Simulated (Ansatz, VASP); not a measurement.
# HfB2: VASP beside Ansatz, part 2 of 2

Wanted: the spread between two codes on one cell, functional and k mesh. The cell is taken from a series of runs on this material, whose earlier steps may have relaxed, scaled, displaced or heated it; both programs get it as it stands.

VASP 6.6.1 and Ansatz 0.2.0.

So far: The starting structure; VASP: zone-centre phonons, LDA.

### 3. Ansatz: zone-centre phonons, LDA

Level of this step: Ansatz beside VASP: Kohn-Sham DFT, plane waves, LDA (Ansatz).

Ansatz runs on its PAW soft_1 files.

The same cell, functional (in two slightly different forms), mesh and smearing now go to Ansatz, which takes its cutoff from its data sets.

Contents of input.yaml:

```yaml
crystal:
  lattice:
    - [3.0640564702, 0.0, 0.0]
    - [-1.5320282351, 2.6535507418, 0.0]
    - [0.0, 0.0, 3.3693539118]
  atoms:
    - { symbol: B, position: [0.3333333333, 0.6666666667, 0.5] }
    - { symbol: B, position: [0.6666666667, 0.3333333333, 0.5] }
    - { symbol: Hf, position: [0.0, 0.0, 0.0] }
kpoints:
  mp_grid: { grid: [15, 15, 12] }
hamiltonian:
  xc: lda
  pseudopotentials: { kind: paw, azcp: { folder: soft_1 }, xc_functional: pbe }
scf:
  occupations: { method: methfessel_paxton, width: 0.2 }
output:
  eigenvalues: true
phonons:
  method: dfpt
```

Launch:

```bash
$ ansatz run input.yaml --threads 4 --pin off --max-ram 10240MiB --backend cpu --events-out ev --progress --plain --runs-dir out
```

Numbers of over 12 decimals in the logs are rounded to 6 here.

Output:

```text
zone centre: on kpoints.mp_grid the ground state, and the responses unless they are solved on pairs of k-points, stand on 448 of the mesh's 2700 k-points, reduced under 4 symmetry operations, with k and −k counted as one. Each operation leaves every solved displacement unchanged or reverses it
Engine: ansatz 0.2.0, x86_64-unknown-linux-gnu
Pseudopotentials: kind: paw
Pseudopotential: B, paw, valence charge 3, recommended cutoff 420 eV (normal), soft_1/B.paw.azcp
Pseudopotential: Hf, paw, valence charge 26, recommended cutoff 420 eV (normal), soft_1/Hf.paw.azcp
Functional definition: SPW92
  exchange = slater_x
  correlation = pw_c
Crystal: 3 atoms, lattice volume = 27.395 Å³
Basis set: ecut = 420 eV, 563 PW (Γ), exchange–correlation on 48×48×48 points (8 copies of the dense FFT grid, shifted against one another)
Bands: 20, of which v1, the nominal top of the filled ones, is band 16 counted from 1 (15 counted from 0)
Symmetry: 24 space group operations
k-points: 448 of 2700 (irreducible under 4 space group operations, time reversal used)
Non-local potential: B, projectors of the file, l = 0: 2, l = 1: 2, l = 2: 1
Non-local potential: Hf, projectors of the file, l = 0: 3, l = 1: 2, l = 2: 2, l = 3: 3
PAW form: soft (Blöchl's): semilocal exchange-correlation on the pseudo side does not see the compensation charge
PAW frozen core: B, regenerated for the run's functional, and the local potential with it (the file was generated under x = pbe(κ = 0.804, μ = 0.219515), c = pbe(β = 0.066725))
PAW frozen core: Hf, regenerated for the run's functional, and the local potential with it (the file was generated under x = pbe(κ = 0.804, μ = 0.219515), c = pbe(β = 0.066725))
PAW one-centre angular grid: B, 110 points (default); XC on 64 Gauss nodes
PAW one-centre angular grid: Hf, 590 points (default); XC on 64 Gauss nodes
Initial density: superposition of atomic densities (chi_scale 0.1, normalization cell, long waves kept (reshape's long-wave potential 0.00 eV rms))
Initial wavefunctions: pseudopotential atomic-orbital guess
Functional: x = slater, c = lda
SCF iter   1: F=—  HF=-15780.997019 eV  |F-HF|=—  |Δ(HF+E_count)|=         —  Δρ=7.24e-2  dr2=2.22e0  ethr=3.10e-3  ⟨swp⟩=4.7  Hψ=36014  notcnv=0
preconditioner: auto → none  [insulator: Δε(μ)=0.186 eV  Ē_g=16.858 eV  σ=0.200 eV  W_gap=0.55  n_scr=8 (ndim 8)  ℏωp=38.9 eV  f_vac=0.000  D(μ)=0.24/eV (n_scr^D=0)  ε∞_Penn≈6.3]
SCF iter   2: F=—  HF=-15780.394117 eV  |F-HF|=—  |Δ(HF+E_count)|=   6.03e-1  S|Δr|=    0.00e0  Δρ=2.66e-2  dr2=2.92e-1  ethr=3.10e-3  ⟨swp⟩=2.9  Hψ=21407  notcnv=0
SCF iter   3: F=—  HF=-15780.287736 eV  |F-HF|=—  |Δ(HF+E_count)|=   1.06e-1  S|Δr|=    0.00e0  Δρ=1.04e-2  dr2=1.45e-2  ethr=9.12e-4  ⟨swp⟩=2.0  Hψ=19603  notcnv=0
SCF iter   4: F=—  HF=-15780.288888 eV  |F-HF|=—  |Δ(HF+E_count)|=   1.15e-3  S|Δr|=    0.00e0  Δρ=3.53e-3  dr2=1.23e-3  ethr=4.53e-5  ⟨swp⟩=2.1  Hψ=17699  notcnv=0
SCF iter   5: F=—  HF=-15780.289751 eV  |F-HF|=—  |Δ(HF+E_count)|=   8.63e-4  S|Δr|=    0.00e0  Δρ=4.33e-4  dr2=2.94e-5  ethr=3.84e-6  ⟨swp⟩=2.0  Hψ=15367  notcnv=0
SCF iter   6: F=—  HF=-15780.289771 eV  |F-HF|=—  |Δ(HF+E_count)|=   1.96e-5  S|Δr|=    0.00e0  Δρ=1.54e-4  dr2=2.10e-6  ethr=9.20e-8  ⟨swp⟩=2.0  Hψ=16164  notcnv=0
SCF iter   7: F=—  HF=-15780.289769 eV  |F-HF|=—  |Δ(HF+E_count)|=   1.70e-6  S|Δr|=    0.00e0  Δρ=5.67e-5  dr2=5.31e-7  ethr=6.56e-9  ⟨swp⟩=2.0  Hψ=16177  notcnv=0
SCF iter   8: F=—  HF=-15780.289769 eV  |F-HF|=—  |Δ(HF+E_count)|=   1.68e-7  S|Δr|=    0.00e0  Δρ=1.15e-5  dr2=2.19e-8  ethr=1.66e-9  ⟨swp⟩=2.0  Hψ=14376  notcnv=0
SCF iter   9: F=—  HF=-15780.289769 eV  |F-HF|=—  |Δ(HF+E_count)|=   7.32e-9  S|Δr|=    0.00e0  Δρ=5.91e-7  dr2=8.54e-11  ethr=6.84e-11  ⟨swp⟩=2.0  Hψ=15998  notcnv=0
SCF iter  10: F=-15780.289769 eV  HF=-15780.289769 eV  |F-HF|=3.64e-12  |Δ(HF+E_count)|=  2.00e-11  S|Δr|=    0.00e0  Δρ=5.15e-8  dr2=3.34e-13  ethr=1.00e-12  ⟨swp⟩=6.3  Hψ=45213  notcnv=0
SCF 1 converged in 10 iterations: F = -15780.289769 eV  dr2 = 3.34e-13
  greatest PAW one-centre occupation: 0.998 electrons in one spin orbital (limit 2), on the Hf atom at site 2 (counted from 0), in its partial waves of l = 3
DFPT response loops at Γ: preconditioner auto → Kerker (q_TF=auto, 2.800 Å⁻¹) (partly filled bands, converged f_vac=0.000); β = 1.00, the filter's whole step (`scf.mixing.beta` (0.50) is not read by the response loops under this deck's `scf.mixing.preconditioner`; to damp them name `kerker` or `kerker_dos`, under which they read `scf.mixing.beta`, and type it under 1.00, their step now; both keys bind the ground state too); Broyden in place of MSR1
SCF converged after 10 iterations
Stability not checked: this state was not tested for a lower state beside it, because cold or Methfessel-Paxton smearing, or corrected tetrahedra, fill the levels in a way that the test cannot read (fill_not_monotonic; see scf.lower_state_search)
Free energy (F): -15780.289769 eV
Harris-Foulkes:  -15780.289769 eV  (|F-HF|=3.64e-12)
Internal energy: -15780.290142 eV  (E = F + TS)
E sigma→0 (E₀):  -15780.289862 eV
Entropy (-TS):   0.000374 eV (0.125 meV/atom)
Fermi energy:    20.497058 eV
--- Per-component energies (eV) ---
  E_band       = 132.110471
  E_kinetic    = 520.560535
  E_local      = -6314.104417  (includes V_loc(G=0)·N_el)
  E_nonlocal   = 90.773768
  E_hartree    = 3126.112961
  E_xc         = -335.162317
  E_vxc        = -339.227012  (∫ρ·V_xc dr)
  E_paw        = -7601.395036  (= ΣΔE_a)
  E_vpaw       = -78.118430  (= ΣTr[D̂ρ^β])
  E_aug_tail   = 0.000063  (compensation charges beyond the density's cutoff)
  E_ewald      = -5269.624456
  E_core_change = 2.548757  (= ΣΔE_core)
  E_smearing   = 0.000374  (= −TS)
  E_closure    = -0.000000  (closes the sum)
  Σ components = -15780.289769   (vs F -15780.289769, Δ=0.00e0)
--- Band table (eV; the first three rows and the last of 448) ---
  k-point 0: bands = [... 12 lower, 17.2774, 17.3397, 17.3397, 17.9363, 24.7885, 24.7885, 25.5529, 25.5529]
  k-point 1: bands = [... 12 lower, 16.4982, 17.4186, 17.4186, 18.6798, 23.8679, 23.8679, 25.2841, 25.2841]
  k-point 2: bands = [... 12 lower, 15.4229, 17.6514, 17.6514, 19.6737, 22.7705, 22.7705, 24.5819, 24.5819]
  k-point 447: bands = [... 12 lower, 13.0416, 15.2573, 16.0055, 17.4540, 24.8866, 26.1843, 26.3844, 27.5662]
--- Phonons (Γ-DFPT): 4 representative perturbations + reference, on 448 of 2700 k-points (Σ response iterations 12) ---
  k mesh reduced under 4 symmetry operations, with k and −k counted as one. Each operation leaves every solved displacement unchanged or reverses it
  ASR residual: 1.667e-5 → 0.000e0 eV/Å²; symmetrization residual: 8.417e-7 eV/Å²
  ASR residual per site (eV/Å²): 5.72e-6 5.72e-6 1.67e-5
  Γ frequencies (cm⁻¹): 0.00 0.00 0.00 483.88 483.88 522.18 601.58 878.59 878.59
  non-analytic LO–TO correction: not included (Born effective charges unavailable; polar crystals: no LO–TO splitting at Γ)
```

Reading the cycles: dr2 is the Hartree energy of the density residual (eV), the measure of convergence; HF is the Harris–Foulkes estimate of the energy, which meets the free energy F at convergence.

### 4. Side by side

Known differences besides the potentials themselves: the two LDA forms differ slightly; the data sets hold 32 valence electrons in Ansatz (on its PAW soft_1 files) and 16 in VASP; the cutoff is 420 eV in Ansatz and 500 eV in VASP; VASP's log shows a relativistic correction to its local exchange, Ansatz's none. Total energies have different zeros and are not compared.

The two programs side by side:

| quantity | Ansatz | VASP | difference |
| --- | --- | --- | --- |
| optical mode 1 to 2 (cm⁻¹) | 483.9 | 486.5 | -0.54 % |
| optical mode 3 (cm⁻¹) | 522.2 | 524.9 | -0.51 % |
| optical mode 4 (cm⁻¹) | 601.6 | 605.3 | -0.62 % |
| optical mode 5 to 6 (cm⁻¹) | 878.6 | 882.0 | -0.38 % |

Modes are paired by rising frequency, not by their patterns, so a pair may set unlike modes beside each other; they are those without the splitting of longitudinal modes.

### 5. Summary of results

| Item | Value |
| --- | --- |
| r.m.s. difference of the optical zone-centre modes, each program's sorted by frequency (zone-centre phonons, LDA) | 3.1 cm⁻¹ |
| difference in optical mode 4 (zone-centre phonons, LDA) | -0.6 % |

**Reading.** The r.m.s. difference of the optical zone-centre modes, each program's sorted by frequency is 3.1 cm⁻¹ (zone-centre phonons, LDA). The data sets hold unlike numbers of valence electrons (32 in Ansatz and 16 in VASP), so part of the differences comes from the potentials. Among the rows given in per cent, the largest difference of the zone-centre phonons, LDA pair is in optical mode 4, -0.6 %. Such differences can come from data sets, numerical settings and the points named under the comparisons, not from the functional's error against experiment.

[Lines on the potential files, build, host, timing and source positions are cut from VASP's logs without a mark.]

[Logs are printed without paths, hosts, clocks, repeated set-up lines and the standing remarks that a program may print on its own settings, such as how far it seeks lower states.]

[Hosts, paths, dates, database ids (printed as entryN), source tags and the programs' standing remarks are cut or masked in the printed files.]
